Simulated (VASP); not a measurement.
# SrGeC: structure and properties in VASP, part 3 of 3

What structure does SrGeC take at this level, and what are its properties? The cell is invented: it takes the structure of a Materials Project entry for SrSiGe (space group 187 there), with some of its atoms replaced by other elements, volume scaled by an estimate. It may not be a known or stable phase. The atoms of the start are displaced at random from the sites of a P-6m2 cell.

VASP 6.6.1; BLYP; plane waves and PAW (Sr_sv, Ge_d, C); invented cell.

So far. Step 2 (Rough relaxation of the start cell): It ends with a largest force of 0.034 eV/Å and a pressure of -0.18 GPa. Step 4 (Second relaxation): It ends with a largest force of 0.010 eV/Å and a pressure of -0.02 GPa.

### Step 5. Single point with fields (BLYP)

A single point on the relaxed cell gives a clean self-consistent state, with density, ELF and potential written out.

INCAR

```
SYSTEM = SrGeC
PREC = Accurate
ENCUT = 520
EDIFF = 1E-06
NELM = 100
ISMEAR = -1
SIGMA = 0.05
LREAL = .FALSE.
ALGO = Normal
GGA = B5
ALDAX = 1
AGGAX = 1
AGGAC = 1
ALDAC = 0
NBANDS = 20
LORBIT = 11
LWAVE = .FALSE.
LCHARG = .TRUE.
ISIF = 2
LELF = .TRUE.
LVHAR = .TRUE.
```

POSCAR

```
SrGeC
1.0
    3.3738435062     -0.0442250822     -0.0225433496
   -1.6416818927      3.9198555329      0.2700258552
    0.0235827661      0.2062181336      5.1246383429
Sr Ge C
1 1 1
Direct
    0.6689023961      0.3401983892      0.9288894129
    0.9496572779      0.9044411838      0.4338923695
    0.3767053260      0.7581634269      0.6415582178
```

KPOINTS

```
Automatic mesh
0
Gamma
7 6 5
0 0 0
```

Potentials, in the order of the species: Sr_sv, Ge_d and C (PBE family, release 64).

On the command line:

```sh
$ mpirun -np 1 vasp_std
```

Log:

```text
[... set-up lines as in an earlier step ...]
 entering main loop
       N       E                     dE             d eps       ncg     rms          rms(c)
DAV:   1     0.232994807485E+03    0.23299E+03   -0.14066E+04  4816   0.254E+03
DAV:   2     0.165298444507E+02   -0.21646E+03   -0.20764E+03  4436   0.620E+02
DAV:   3    -0.131982659742E+02   -0.29728E+02   -0.29317E+02  5004   0.139E+02
DAV:   4    -0.156657523331E+02   -0.24675E+01   -0.24608E+01  7552   0.349E+01
DAV:   5    -0.157079746675E+02   -0.42222E-01   -0.42196E-01  5432   0.386E+00    0.170E+01
DAV:   6    -0.130843674258E+02    0.26236E+01   -0.29075E+01  5760   0.215E+01    0.133E+01
DAV:   7    -0.127856846338E+02    0.29868E+00   -0.23262E+00  5260   0.668E+00    0.835E+00
DAV:   8    -0.127876097242E+02   -0.19251E-02   -0.48566E-01  5588   0.387E+00    0.103E+00
DAV:   9    -0.127721831726E+02    0.15427E-01   -0.83565E-02  6424   0.145E+00    0.340E-01
DAV:  10    -0.127728623522E+02   -0.67918E-03   -0.61975E-03  5008   0.494E-01    0.113E-01
DAV:  11    -0.127730761343E+02   -0.21378E-03   -0.48752E-04  5712   0.128E-01    0.469E-02
DAV:  12    -0.127730886357E+02   -0.12501E-04   -0.48816E-05  5048   0.624E-02    0.163E-02
DAV:  13    -0.127730919519E+02   -0.33162E-05   -0.13350E-05  5412   0.248E-02    0.408E-03
DAV:  14    -0.127730924660E+02   -0.51406E-06   -0.12228E-06  4100   0.948E-03
   1 F= -.12773092E+02 E0= -.12772064E+02  d E =-.205723E-02
```

The job ended after 86 s (1 MPI rank of Intel Xeon Platinum 8375C at 2.90GHz (Ice Lake), shared host; peak memory 0.29 GiB).

Parts of OUTCAR (step 5):

```text
   ENCUT  =  520.0 eV  38.22 Ry    6.18 a.u.   6.27  7.92  9.54*2*pi/ulx,y,z

   NELECT =      28.0000    total number of electrons

 E-fermi :   4.0372

 k-point     1 :       0.0000    0.0000    0.0000
  band No.  band energies     occupation
    ...
     10      -8.0031      2.00000
     11      -1.0392      2.00000
     12       2.1127      2.00000
     13       2.1804      2.00000
     14       2.3063      2.00000
     15       4.8370      0.00000
     16       6.7194      0.00000
     17       7.3160      0.00000
     18       7.5592      0.00000
     19       9.6969      0.00000
    ...

  Total       -0.0157034     -0.0220184     -0.0324567      0.0042502      0.0043786      0.0074291
  in kB       -0.3742717     -0.5247845     -0.7735692      0.1012983      0.1043595      0.1770642
  external PRESSURE =      -0.5575418 kB  Pullay stress =       0.0000000 kB

 POSITION                                       TOTAL-FORCE (eV/Angst)
 -----------------------------------------------------------------------------------
      1.72018      1.49550      4.83701        -0.006531     -0.007446     -0.000785
      1.72942      3.59276      2.44636         0.003676      0.001060      0.007505
      0.04141      3.08753      3.48399         0.002855      0.006386     -0.006720
 -----------------------------------------------------------------------------------
    total drift:                                0.000769      0.000787      0.000640

  FREE ENERGIE OF THE ION-ELECTRON SYSTEM (eV)
  ---------------------------------------------------
  free  energy   TOTEN  =       -12.7730924660 eV

  energy  without entropy=      -12.7710352384  energy(sigma->0) =      -12.77206385

[... 5 parts as in an earlier step ...]

[... 11 further parts left out ...]
```

This step gave:

| Property | Result |
| --- | --- |
| SCF cycles | 14 |
| pressure | -0.05575 GPa |

Valence electrons inside each PAW sphere by angular momentum. Sphere charges, by row:

```
atom  s (e)  p (e)  d (e)  tot (e)
 Sr1  2.024  5.785  0.261     8.07
 Ge2  1.159  1.156  10.04    12.36
  C3  0.887  1.395      0    2.282
```

ELF in the ac plane at fractional y = 0.340, with atoms of Sr within 0.2 Å of it. It is the smooth field of the valence electrons, not physical close to the nuclei.

Ten even steps from '_' (0.02) to '@' (0.84):
```
++..______::**@@@@@@##****%%@@@@%%
++..______::**@@@@%%##****##@@@@%%
==..______..++%%@@@@%%####%%@@@@%%
--________..==%%@@@@@@@@@@@@@@@@##
..____..____::++%%@@@@@@@@@@@@%%==
____......__..::**%%@@@@@@@@%%++::
__..::::..______::++######**==..__
__..::::::..______..::--::::______
....::::::..______________________
....::::::....____________________
..............____________________
..............____________________
..............____________________
..............__________________..
..::::::::::....________________..
::::------::::..______________....
::--====----::..______________....
--====++==--::..______________..::
::==++++==--::..________________..
..--==++==::..____________________
__::------..__________....________
____..::..______..--==++++==::..__
______..______::==##%%@@%%%%**==..
..__________..++%%@@@@@@@@@@@@##==
::________..--##@@@@@@@@@@@@@@@@**
==..______..++%%@@@@%%%%%%@@@@@@%%
```
Columns run along a (3.4 Å), rows up along c (5.1 Å). Atoms in or near the plane, at fractional coordinates: Sr at (0.67, 0.93).

Electrostatic potential energy in the ac plane at fractional y = 0.340, with atoms of Sr within 0.2 Å of it. With pseudopotentials it is smooth inside the atoms' cores, unlike the true potential.

Values in eV, 21 rows by 14 columns, each cell a mean:
```
 -8  -4  -3  -3  -6 -11 -16 -21 -25 -25 -25 -24 -19 -14
 -8  -4  -3  -3  -6 -11 -16 -21 -25 -25 -25 -24 -19 -14
 -7  -3  -2  -2  -5 -10 -14 -19 -23 -25 -24 -22 -17 -12
 -5  -2  -1  -1  -3  -7 -12 -16 -19 -21 -20 -18 -14 -10
 -2  -1   0   0  -1  -4  -8 -11 -13 -15 -14 -12 -10  -6
  0   1   1   1   0  -1  -4  -6  -8  -9  -9  -7  -5  -3
  1   2   2   2   1   0  -1  -2  -3  -4  -4  -3  -2   0
  2   2   2   2   2   2   1   0  -1  -1  -1   0   0   1
  2   3   3   3   3   2   2   1   1   1   1   1   2   2
  3   3   3   3   3   3   2   2   2   2   2   2   2   2
  3   3   3   3   3   3   3   2   2   2   2   2   2   3
  3   3   3   3   3   3   2   2   2   2   2   2   2   2
  2   2   2   2   2   2   2   2   2   2   2   2   2   2
  2   2   2   2   2   2   2   2   2   1   1   2   2   2
  2   2   2   2   2   2   1   1   1   0   1   1   1   1
  1   2   2   2   2   1   0   0  -1  -1  -1  -1   0   1
  0   1   1   1   1   0  -1  -2  -3  -4  -4  -3  -2  -1
 -1   0   0   0  -1  -2  -4  -6  -8  -9  -9  -7  -5  -3
 -3  -1  -1  -1  -2  -4  -8 -11 -13 -14 -14 -12  -9  -6
 -5  -3  -2  -2  -3  -7 -11 -15 -18 -20 -19 -17 -13 -10
 -7  -4  -2  -3  -5 -10 -14 -19 -23 -25 -24 -21 -17 -12
```
Columns run along a (3.4 Å; values clipped at the 3rd and 97th percentile), rows up along c (5.1 Å). Atoms in or near the plane, at fractional coordinates: Sr at (0.67, 0.93).

Valence density in the ac plane at fractional y = 0.340, with atoms of Sr within 0.2 Å of it. It is the smooth field of the valence electrons, not physical close to the nuclei.

Values in e/Å³, 21 rows by 14 columns, each cell a mean:
```
0.3 0.1 0.1 0.1 0.2 0.5 1.3 2.3 3.0 3.3 3.2 2.8 1.9 0.9
0.3 0.1 0.1 0.1 0.2 0.5 1.3 2.3 3.0 3.3 3.3 2.8 1.9 0.9
0.2 0.1 0.1 0.1 0.2 0.4 1.0 1.9 2.7 3.1 2.9 2.4 1.5 0.7
0.2 0.1 0.1 0.1 0.1 0.3 0.6 1.3 1.9 2.2 2.1 1.6 1.0 0.4
0.1 0.1 0.1 0.1 0.1 0.1 0.3 0.6 0.9 1.1 1.0 0.7 0.4 0.2
0.1 0.1 0.1 0.1 0.1 0.1 0.1 0.2 0.3 0.4 0.4 0.3 0.2 0.1
0.1 0.1 0.1 0.1 0.1 0.1 0.1 0.1 0.1 0.1 0.1 0.1 0.1 0.1
0.1 0.1 0.1 0.1 0.1 0.1 0.1 0.1 0.1 0.1 0.1 0.1 0.1 0.1
0.1 0.1 0.1 0.1 0.1 0.1 0.0 0.0 0.0 0.0 0.0 0.0 0.0 0.0
0.1 0.1 0.1 0.1 0.1 0.0 0.0 0.0 0.0 0.0 0.0 0.0 0.0 0.0
0.1 0.1 0.1 0.1 0.1 0.0 0.0 0.0 0.0 0.0 0.0 0.0 0.0 0.0
0.1 0.1 0.1 0.1 0.1 0.0 0.0 0.0 0.0 0.0 0.0 0.0 0.0 0.0
0.1 0.1 0.1 0.1 0.1 0.0 0.0 0.0 0.0 0.0 0.0 0.0 0.0 0.0
0.1 0.1 0.1 0.1 0.1 0.0 0.0 0.0 0.0 0.0 0.0 0.0 0.0 0.0
0.1 0.1 0.1 0.1 0.1 0.0 0.0 0.0 0.0 0.0 0.0 0.0 0.0 0.0
0.1 0.1 0.1 0.1 0.1 0.0 0.0 0.0 0.0 0.0 0.0 0.0 0.0 0.0
0.1 0.1 0.1 0.1 0.1 0.1 0.1 0.1 0.1 0.1 0.1 0.1 0.1 0.1
0.1 0.1 0.1 0.1 0.1 0.1 0.1 0.2 0.3 0.3 0.3 0.2 0.2 0.1
0.1 0.1 0.1 0.1 0.1 0.1 0.3 0.5 0.8 1.0 0.9 0.7 0.4 0.2
0.1 0.1 0.1 0.1 0.1 0.2 0.6 1.1 1.6 2.0 1.9 1.4 0.9 0.4
0.2 0.1 0.1 0.1 0.1 0.4 1.0 1.8 2.5 2.9 2.8 2.2 1.4 0.7
```
Columns run along a (3.4 Å), rows up along c (5.1 Å). Atoms in or near the plane, at fractional coordinates: Sr at (0.67, 0.93).

In this run the pressure is -0.06 GPa, small enough to go on; single stress components reach 0.08 GPa.

### Step 6. Band structure (BLYP)

The mesh alone shows little of the dispersion and can miss band extrema, so KPOINTS_OPT adds a path through the symmetry points after the self-consistent cycle.

INCAR: that of step 5 with these lines changed.

```diff
@@ -14,8 +14,5 @@
 ALDAC = 0
-NBANDS = 20
+NBANDS = 27
 LORBIT = 11
 LWAVE = .FALSE.
-LCHARG = .TRUE.
-ISIF = 2
-LELF = .TRUE.
-LVHAR = .TRUE.
+LCHARG = .FALSE.
```

POSCAR is that of step 5.

KPOINTS is that of step 5.

KPOINTS_OPT

```
Line mode
16
Line-mode
Reciprocal
  0.50000000  -0.50000000   0.00000000 X
  0.00000000   0.00000000   0.00000000 GAMMA

  0.00000000   0.00000000   0.00000000 GAMMA
  0.00000000   0.00000000  -0.50000000 Y

  0.50000000  -0.50000000  -0.50000000 L
  0.00000000   0.00000000   0.00000000 GAMMA

  0.00000000   0.00000000   0.00000000 GAMMA
  0.00000000   0.50000000   0.50000000 Z

  0.50000000   0.00000000   0.50000000 N
  0.00000000   0.00000000   0.00000000 GAMMA

  0.00000000   0.00000000   0.00000000 GAMMA
  0.00000000   0.50000000   0.00000000 M

  0.50000000   0.00000000   0.00000000 R
  0.00000000   0.00000000   0.00000000 GAMMA
```

On the command line:

```sh
$ mpirun -np 1 vasp_std
```

Log:

```text
[... set-up lines as in an earlier step ...]
 entering main loop
       N       E                     dE             d eps       ncg     rms          rms(c)
DAV:   1     0.234581551885E+03    0.23458E+03   -0.12946E+04  7230   0.188E+03
DAV:   2     0.203463473364E+02   -0.21424E+03   -0.19909E+03  6408   0.597E+02
DAV:   3    -0.132354277854E+02   -0.33582E+02   -0.33104E+02  7008   0.113E+02
DAV:   4    -0.156853570483E+02   -0.24499E+01   -0.24405E+01  9497   0.283E+01
DAV:   5    -0.157082733359E+02   -0.22916E-01   -0.22896E-01  6941   0.238E+00    0.170E+01
DAV:   6    -0.130832576095E+02    0.26250E+01   -0.21153E+01  7680   0.159E+01    0.124E+01
DAV:   7    -0.127898867723E+02    0.29337E+00   -0.19546E+00  6540   0.525E+00    0.845E+00
DAV:   8    -0.127809816372E+02    0.89051E-02   -0.35877E-01  6564   0.275E+00    0.125E+00
DAV:   9    -0.127723659989E+02    0.86156E-02   -0.33396E-02  8012   0.904E-01    0.345E-01
DAV:  10    -0.127729744312E+02   -0.60843E-03   -0.53098E-03  6574   0.355E-01    0.942E-02
DAV:  11    -0.127730743568E+02   -0.99926E-04   -0.23570E-04  7088   0.954E-02    0.495E-02
DAV:  12    -0.127730901952E+02   -0.15838E-04   -0.40295E-05  6395   0.461E-02    0.112E-02
DAV:  13    -0.127730917467E+02   -0.15516E-05   -0.54065E-06  7150   0.116E-02    0.401E-03
DAV:  14    -0.127730926340E+02   -0.88723E-06   -0.15491E-06  5350   0.714E-03
   1 F= -.12773093E+02 E0= -.12772064E+02  d E =-.205717E-02
 Start KPOINTS_OPT (optional k-point list driver)
k-point batch [1-106\112]
       N       E                     dE             ncg
DAV:   1    -0.114031344242E+05   -0.60101E+05     7300
DAV:   2    -0.335545381858E+05   -0.22151E+05     6418
DAV:   3    -0.370067346235E+05   -0.34522E+04     6843
DAV:   4    -0.372846524409E+05   -0.27792E+03     9869
DAV:   5    -0.372867824297E+05   -0.21300E+01     6803
DAV:   6    -0.372868283477E+05   -0.45918E-01     7791
DAV:   7    -0.372868290337E+05   -0.68598E-03     6937
DAV:   8    -0.372868290629E+05   -0.29187E-04     6556
DAV:   9    -0.372868290636E+05   -0.77343E-06     4418
k-point batch [107-112\112]
       N       E                     dE             ncg
DAV:   1     0.416347702468E+05   -0.10661E+04      401
DAV:   2     0.403860343044E+05   -0.12487E+04      364
DAV:   3     0.401904665853E+05   -0.19557E+03      377
DAV:   4     0.401739917439E+05   -0.16475E+02      568
DAV:   5     0.401738576628E+05   -0.13408E+00      377
DAV:   6     0.401738530851E+05   -0.45777E-02      461
DAV:   7     0.401738530340E+05   -0.51090E-04      393
DAV:   8     0.401738530325E+05   -0.15372E-05      368
DAV:   9     0.401738530324E+05   -0.72912E-07      213
```

The job ended after 2.8 min (1 MPI rank; peak memory 0.4 GiB).

OUTCAR, selected parts (step 6):

```text
   k-points           NKPTS =    106   k-points in BZ     NKDIM =    106   number of bands    NBANDS=     27

   NELECT =      28.0000    total number of electrons

 E-fermi :   4.0373

 k-point     1 :       0.0000    0.0000    0.0000
  band No.  band energies     occupation
    ...
     10      -8.0030      2.00000
     11      -1.0391      2.00000
     12       2.1128      2.00000
     13       2.1805      2.00000
     14       2.3064      2.00000
     15       4.8371      0.00000
     16       6.7195      0.00000
     17       7.3161      0.00000
     18       7.5593      0.00000
     19       9.6970      0.00000
    ...

  Total       -0.0126479     -0.0197603     -0.0296249      0.0042417      0.0039638      0.0074299
  in kB       -0.3014473     -0.4709640     -0.7060759      0.1010967      0.0944725      0.1770842
  external PRESSURE =      -0.4928290 kB  Pullay stress =       0.0000000 kB

 POSITION                                       TOTAL-FORCE (eV/Angst)
 -----------------------------------------------------------------------------------
      1.72018      1.49550      4.83701        -0.006530     -0.007437     -0.000811
      1.72942      3.59276      2.44636         0.003673      0.001123      0.007381
      0.04141      3.08753      3.48399         0.002857      0.006314     -0.006570
 -----------------------------------------------------------------------------------
    total drift:                                0.000773      0.000696      0.000887

  FREE ENERGIE OF THE ION-ELECTRON SYSTEM (eV)
  ---------------------------------------------------
  free  energy   TOTEN  =       -12.7730926340 eV

  energy  without entropy=      -12.7710354624  energy(sigma->0) =      -12.77206405

[... 8 parts as in an earlier step ...]

[... 8 further parts left out ...]
```

Spin-orbit coupling is off here; it would split degenerate levels. The electron count would fill whole bands, but the bands touch or overlap. That can be a semimetal, a small gap that the functional closes or, with several bands partly filled, an ordinary metal.

Numbers from this step:

```
bands    : 27
pressure : -0.04928 GPa
```

The electronic bands at the labelled points (eV, zero at the Fermi level; # counts the bands kept in this run, so #1 is VASP's band 11):

```
          point     #1     #2     #3     #4    #5    #6    #7    #8
              X  -8.35  -2.64  -1.88  -0.96  0.14  1.66  3.24  3.53
0.53 of the way  -5.94  -3.06  -1.67  -1.15  0.94  2.75  3.33  3.74
              Γ  -5.08  -1.92  -1.86  -1.73  0.80  2.68  3.28  3.52
0.47 of the way  -5.58  -1.96  -1.81  -1.11  1.20  2.51  3.00  3.80
              Y  -6.07  -2.12  -1.76   0.03  1.19  2.33  2.81  3.97
      jump to L  -8.31  -2.91  -2.14  -1.44  0.43  3.03  3.37  5.07
0.47 of the way  -6.33  -3.37  -1.82  -0.69  1.09  2.39  3.38  3.77
              Γ  -5.08  -1.92  -1.86  -1.73  0.80  2.68  3.28  3.52
0.47 of the way  -5.23  -3.13  -1.88  -1.10  1.01  2.33  3.73  5.13
              Z  -5.19  -3.55  -1.93  -1.19  1.19  2.17  3.51  5.15
      jump to N  -8.30  -2.91  -2.14  -1.44  0.41  3.00  3.39  5.08
0.47 of the way  -6.33  -3.37  -1.83  -0.69  1.09  2.40  3.36  3.78
              Γ  -5.08  -1.92  -1.86  -1.73  0.80  2.68  3.28  3.52
0.47 of the way  -5.30  -2.93  -1.85  -1.18  0.89  2.05  3.17  5.10
              M  -5.64  -3.77  -1.85  -0.39  1.06  1.82  2.58  5.05
      jump to R  -8.35  -2.65  -1.87  -0.96  0.12  1.66  3.24  3.52
0.47 of the way  -6.26  -3.11  -1.61  -1.11  0.86  2.64  3.08  3.77
              Γ  -5.08  -1.92  -1.86  -1.73  0.80  2.68  3.28  3.52
```

Of the projections kept (Sr, Ge, C), the largest for each band there, as a share of the weight inside these atoms' spheres; weight between the spheres isn't counted:

```
point       #1       #2       #3       #4       #5       #6       #7       #8
    X  Ge 0.84   C 0.48  Ge 0.55   C 0.71  Ge 0.74  Sr 0.71  Sr 0.65  Sr 0.54
    Γ  Ge 0.53   C 0.45   C 0.56   C 0.58  Ge 0.50  Sr 0.52  Sr 0.69  Ge 0.51
    Y  Ge 0.57   C 0.51   C 0.58   C 0.50   C 0.38  Sr 0.49  Ge 0.44  Sr 0.58
    L  Ge 0.84   C 0.44  Ge 0.52   C 0.52  Ge 0.59  Sr 0.60  Sr 0.74  Sr 0.82
    Γ  Ge 0.53   C 0.45   C 0.56   C 0.58  Ge 0.50  Sr 0.52  Sr 0.69  Ge 0.51
    Z  Ge 0.55  Ge 0.49   C 0.55  Sr 0.37   C 0.49  Sr 0.40  Sr 0.52  Sr 0.60
```

There is no gap at this level: valence and conduction bands touch or overlap by little, or lie apart by less than the smearing. Semilocal levels underestimate gaps, so a small one may be lost here.

### Step 7. Density of states (BLYP)

A density of states needs more k-points than a total energy, and tetrahedra (ISMEAR = -5) or a smearing that fits the mesh; LORBIT projects the states on the PAW spheres. The mesh is finer than in the run before.

INCAR: that of step 6 with these lines changed.

```diff
@@ -5,3 +5,3 @@
 NELM = 100
-ISMEAR = -1
+ISMEAR = -5
 SIGMA = 0.05
@@ -18 +18,2 @@
 LCHARG = .FALSE.
+NEDOS = 2001
```

POSCAR is that of step 6.

KPOINTS

```
Automatic mesh
0
Gamma
11 9 7
0 0 0
```

On the command line:

```sh
$ mpirun -np 1 vasp_std
```

Log:

```text
[... set-up lines as in an earlier step ...]
 entering main loop
       N       E                     dE             d eps       ncg     rms          rms(c)
DAV:   1     0.233827836412E+03    0.23383E+03   -0.12880E+04 23653   0.188E+03
DAV:   2     0.202026231355E+02   -0.21363E+03   -0.19854E+03 21122   0.598E+02
 hard stop encountered!  aborting job ...
 -----------------------------------------------------------------------------
|                                                                             |
|           W    W    AA    RRRRR   N    N  II  N    N   GGGG   !!!           |
|           W    W   A  A   R    R  NN   N  II  NN   N  G    G  !!!           |
|           W    W  A    A  R    R  N N  N  II  N N  N  G       !!!           |
|           W WW W  AAAAAA  RRRRR   N  N N  II  N  N N  G  GGG   !            |
|           WW  WW  A    A  R   R   N   NN  II  N   NN  G    G                |
|           W    W  A    A  R    R  N    N  II  N    N   GGGG   !!!           |
|                                                                             |
|     The electronic self-consistency was not achieved in the given           |
|     number of steps (NELM). The forces and other quantities evaluated       |
|     might not be reliable so examine the results carefully. If you find     |
|     spurious results, we suggest increasing NELM, if you were close to      |
|     convergence or switching to a different ALGO or adjusting the           |
|     density mixing parameters otherwise.                                    |
|                                                                             |
 -----------------------------------------------------------------------------

 soft stop encountered!  aborting job ...
```

Wall time 55 s (1 MPI rank).

The run was stopped at its time limit, by a STOPCAR file.

More ranks or a longer limit might have been enough; this was not tried.

### Step 8. Outcome

```json
{
  "relaxed volume": "22.41 Å³/atom",
  "relaxed conventional cell a, b, c": "3.374, 4.252, 5.129 Å; angles 95.5, 90.1, 113.3°",
  "space group after relaxing, within 0.02 Å": "P1 (No. 1)",
  "band gap": "none; the bands touch or overlap by little, or lie apart by less than the smearing"
}
```

In words: With BLYP, SrGeC relaxes to 22.41 Å³/atom in space group P1 and has valence and conduction bands that touch or overlap by little (a semimetal, or a small gap that this level closes). Not obtained: density of states (BLYP), because the run hit its time limit. Band structure (BLYP): Of the bands kept, 1 crosses the Fermi level on this path. Spin-orbit coupling is left out; it would split some degenerate bands. No search among competing phases was made. All values are for a static lattice at zero temperature.

[Lines on the potential files, build, host, timing and source positions are cut from VASP's logs without a mark.]

[Logs are printed without paths, hosts, clocks, repeated set-up lines and the standing remarks that a program may print on its own settings, such as how far it seeks lower states.]

[Hosts, paths, dates, database ids (printed as entryN), source tags and the programs' standing remarks are cut or masked in the printed files.]

[A measured line is paired with the nearest computed mode of its activity, which favours agreement.]

[In band tables of VASP the shares of atoms and orbitals are scaled to a sum of 1 inside the atoms' spheres.]
